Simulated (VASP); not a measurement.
Output of a VASP run:

### OSZICAR
```
       N       E                     dE             d eps       ncg     rms          rms(c)
DAV:   1    -0.433842402230E+00   -0.43384E+00   -0.14546E+03   576   0.613E+02
DAV:   2    -0.559727815134E+01   -0.51634E+01   -0.51634E+01   840   0.685E+01
DAV:   3    -0.569665457023E+01   -0.99376E-01   -0.99376E-01   660   0.949E+00
DAV:   4    -0.569811253467E+01   -0.14580E-02   -0.14580E-02   774   0.104E+00
DAV:   5    -0.569811829694E+01   -0.57623E-05   -0.57623E-05   678   0.584E-02    0.320E+00
DAV:   6    -0.546986756429E+01    0.22825E+00   -0.22743E-01   630   0.216E+00    0.157E+00
DAV:   7    -0.540265820817E+01    0.67209E-01   -0.27515E-01   690   0.263E+00    0.250E-01
DAV:   8    -0.540605021241E+01   -0.33920E-02   -0.97693E-03   684   0.867E-01    0.552E-02
DAV:   9    -0.540600999961E+01    0.40213E-04   -0.38429E-04   798   0.118E-01    0.134E-02
DAV:  10    -0.540600984768E+01    0.15192E-06   -0.17524E-05   720   0.419E-02    0.580E-03
DAV:  11    -0.540601008771E+01   -0.24003E-06   -0.18594E-06   642   0.117E-02
   1 F= -.54060101E+01 E0= -.54060101E+01  d E =-.540601E+01
       N       E                     dE             d eps       ncg     rms          rms(c)
DAV:   1    -0.540928858818E+01   -0.32787E-02   -0.19336E-02   738   0.134E+00    0.278E-01
DAV:   2    -0.540893760101E+01    0.35099E-03   -0.11891E-03   654   0.337E-01    0.172E-01
DAV:   3    -0.540873498566E+01    0.20262E-03   -0.48077E-04   978   0.166E-01    0.237E-02
DAV:   4    -0.540873625258E+01   -0.12669E-05   -0.11889E-05   666   0.427E-02    0.509E-03
DAV:   5    -0.540874024991E+01   -0.39973E-05   -0.47733E-06   786   0.201E-02    0.209E-03
DAV:   6    -0.540873987442E+01    0.37549E-06   -0.22038E-07   288   0.617E-03
   2 F= -.54087399E+01 E0= -.54087399E+01  d E =-.272979E-02
       N       E                     dE             d eps       ncg     rms          rms(c)
DAV:   1    -0.541661149556E+01   -0.78712E-02   -0.16747E-01   714   0.406E+00    0.812E-01
DAV:   2    -0.541361471808E+01    0.29968E-02   -0.11237E-02   642   0.104E+00    0.505E-01
DAV:   3    -0.541205972479E+01    0.15550E-02   -0.40578E-03   972   0.481E-01    0.745E-02
DAV:   4    -0.541204400822E+01    0.15717E-04   -0.12355E-04   654   0.134E-01    0.181E-02
DAV:   5    -0.541205730975E+01   -0.13302E-04   -0.43499E-05   888   0.600E-02    0.530E-03
DAV:   6    -0.541205725357E+01    0.56179E-07   -0.18180E-06   474   0.176E-02
   3 F= -.54120573E+01 E0= -.54120573E+01  d E =-.604717E-02
```

File OUTCAR:
```
------------------------ aborting loop because EDIFF is reached ----------------------------------------
  FORCE on cell =-STRESS in cart. coord.  units (eV):
  Direction    XX          YY          ZZ          XY          YZ          ZX
  --------------------------------------------------------------------------------------
  Total        0.0040950      0.0040950      0.0040950      0.0000000     -0.0000000      0.0000000
  in kB        0.4098334      0.4098334      0.4098334      0.0000000     -0.0000000      0.0000000
  external PRESSURE =       0.4098334 kB  Pullay stress =       0.0000000 kB
  volume of cell :       16.01
      direct lattice vectors                 reciprocal lattice vectors
    -0.000000000  2.000370606  2.000370606    -0.249953683  0.249953683  0.249953683
     2.000370606  0.000000000  2.000370606     0.249953683 -0.249953683  0.249953683
     2.000370606  2.000370606  0.000000000     0.249953683  0.249953683 -0.249953683
  FREE ENERGIE OF THE ION-ELECTRON SYSTEM (eV)
  ---------------------------------------------------
  free  energy   TOTEN  =        -5.4120572536 eV

  energy  without entropy=       -5.4120572536  energy(sigma->0) =       -5.41205725

 reached required accuracy - stopping structural energy minimisation
```
(Selected blocks of OUTCAR.)

POSCAR:
```
LiH
1
    0.0000000000     2.0400000000     2.0400000000
    2.0400000000     0.0000000000     2.0400000000
    2.0400000000     2.0400000000     0.0000000000
Li H
1 1
Direct
  0.0000000000   0.0000000000   0.0000000000
  0.5000000000   0.5000000000   0.5000000000
```

Reconstruct the remaining input files.

This is not unique; one that fits is the input of the run itself, optB88-vdW, plane waves, VASP's PBE PAW potentials (set 64).

### KPOINTS
```
Automatic mesh
0
Gamma
10 10 10
0 0 0
```

**INCAR**
```
! general
SYSTEM  =LiH
PREC    =Accurate
ENCUT   =520   ! plane-wave cut-off (eV)
LREAL   =.FALSE.   ! projection in real space or not
LASPH   =.TRUE.

! electronic loop
EDIFF   =1E-6   ! SCF stop (eV)
NELM    =100   ! most electronic steps
ALGO    =Normal   ! blocked Davidson

! smearing
ISMEAR  =0
SIGMA   =0.05   ! width (eV)

! functional
GGA     =BO
LUSE_VDW=.TRUE.
AGGAC   =0.0
PARAM1  =0.1833333333
PARAM2  =0.22

! ions
IBRION  =2   ! conjugate gradients
NSW     =60
ISIF    =3
EDIFFG  =-0.01   ! ionic stop

! output
LWAVE   =.FALSE.
LCHARG  =.FALSE.
```

POTCAR, in this order: Li_sv H (PBE.64 set). Program: vasp_std.

Energy and stress use the plane-wave basis of the starting cell.

The compound is LiH in the rock salt structure. This run relaxes it. Symmetry was kept, so distortions that lower it aren't found.
